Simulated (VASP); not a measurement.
Data:

```
HfN
1.0
    0.00000     2.27975     2.27975
    2.27975     0.00000     2.27975
    2.27975     2.27975     0.00000
Hf N
1 1
Direct
  0.00000   0.00000   0.00000
  0.50000   0.50000   0.50000
```

All values below come from RPBE GGA, VASP's PBE PAW potentials (set 64) (plane waves; VASP). Numerical set-up: 520 eV cut-off, Gaussian smearing of 0.050 eV, potentials Hf_pv N.

Unless said otherwise, spin-orbit coupling is left out, though it shifts the bands of the heavy elements here.

Task: Predict the band gap (along the path) with the smallest direct gap where there is one.

Result: 
```
Item                                                         Result
-------------------------  ----------------------------------------
band gap (along the path)  none (metal, semimetal or under 0.01 eV)
```

Total energies compare only between runs with the same potentials, cut-off and functional.

The compound is HfN in the rock salt structure. It was relaxed first. The electron count is odd and the run is not spin-polarised, which forces a metal.
